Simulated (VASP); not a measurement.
A convergence study with VASP on HgTe (zinc blende): one setting is varied, all else stays as given below, so the limit is that of these other settings.

```xyz
2
Lattice="0.0000 3.2300 3.2300 3.2300 0.0000 3.2300 3.2300 3.2300 0.0000" Properties=species:S:1:pos:R:3 pbc="T T T"
Hg     0.0000     0.0000     0.0000
Te     1.6150     1.6150     1.6150
```

Method: PBEsol GGA, VASP's PBE PAW potentials (set 64) (plane waves; VASP). The tightest run used: 550 eV cut-off, 16×16×16 Γ-centred mesh, Gaussian smearing of 0.050 eV, potentials Hg Te.

```json
[
 {"setting": "1×1×1 mesh", "E (eV/atom)": "3.8346", "pressure (GPa)": "52.70", "irreducible k-points": "1"},
 {"setting": "2×2×2 mesh", "E (eV/atom)": "-1.4708", "pressure (GPa)": "6.60", "irreducible k-points": "3"},
 {"setting": "3×3×3 mesh", "E (eV/atom)": "-2.0193", "pressure (GPa)": "2.58", "irreducible k-points": "4"},
 {"setting": "4×4×4 mesh", "E (eV/atom)": "-2.1360", "pressure (GPa)": "1.62", "irreducible k-points": "8"},
 {"setting": "5×5×5 mesh", "E (eV/atom)": "-2.1681", "pressure (GPa)": "1.32", "irreducible k-points": "10"}
]
```

Q: These are the cheaper rows. Estimate the results at 16×16×16 mesh, and how far the last row shown lies from them.

A: 
| quantity | tightest run | last row shown is off by |
|---|---|---|
| E (eV/atom) | -2.1855 | 0.0174 |
| pressure (GPa) | 1.14 | 0.18 |

Left out are rungs that failed or repeat a setting and relaxations that didn't move; long series are thinned to 24 rows.

The compound is HgTe in the zinc blende structure. The cell was not relaxed at this level.
